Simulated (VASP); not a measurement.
VASP ran on this input.

File POSCAR:
```
BeS
1.0
  0.0000000000   2.3837888627   2.3837888627
  2.3837888627   0.0000000000   2.3837888627
  2.3837888627   2.3837888627   0.0000000000
Be S
1 1
Cartesian
  0.0000000000   0.0000000000   0.0000000000
  1.1918944313   1.1918944313   1.1918944313
```

**KPOINTS**
```
Automatic mesh
0
Gamma
9 9 9
0 0 0
```

INCAR:
```
SYSTEM  =  BeS
PREC  =  Accurate; ENCUT  =  520; LREAL  =  .FALSE.
LASPH  =  .TRUE.
EDIFF  =  1E-7; NELM  =  100; ALGO  =  Normal
ISMEAR  =  0; SIGMA  =  0.05
GGA  =  MK; LUSE_VDW  =  .TRUE.; AGGAC  =  0.0
PARAM1  =  0.1234; PARAM2  =  1.0
ISIF  =  2
LWAVE  =  .FALSE.; LCHARG  =  .FALSE.
```

POTCAR, in this order: Be S (PBE.64 set). Program: vasp_std.

Translate this optB86b-vdW calculation to Quantum ESPRESSO's pw.x.

One equivalent input (not run):
```
&CONTROL
  calculation = 'scf'
  pseudo_dir = './pseudo'
  outdir = './out'
  tprnfor = .true.
  tstress = .true.
/
&SYSTEM
  ibrav = 0
  nat = 2
  ntyp = 2
  ecutwfc = 88
  occupations = 'smearing'
  smearing = 'gaussian'
  degauss = 0.003675
  input_dft = 'vdw-df-ob86'
/
&ELECTRONS
  conv_thr = 7.3e-09
  electron_maxstep = 100
/
ATOMIC_SPECIES
  Be 9.012 Be.upf
  S 32.060 S.upf
CELL_PARAMETERS angstrom
     0.0000000    2.3837889    2.3837889
     2.3837889    0.0000000    2.3837889
     2.3837889    2.3837889    0.0000000
ATOMIC_POSITIONS crystal
  Be   0.0000000  0.0000000  0.0000000
  S    0.2500000  0.2500000  0.2500000
K_POINTS automatic
  9 9 9 0 0 0
```
The two are equivalent in intent, not identical: the potentials are each code's own (VASP's PAW set, PseudoDojo norm-conserving files in pw.x), so ENCUT and ecutwfc are chosen apart and not converted; conv_thr bounds pw.x's estimated SCF error, while EDIFF bounds the energy change between steps.

The compound is BeS in the zinc blende structure. This cell is one point of a volume scan, at 0.94 of the reference volume.
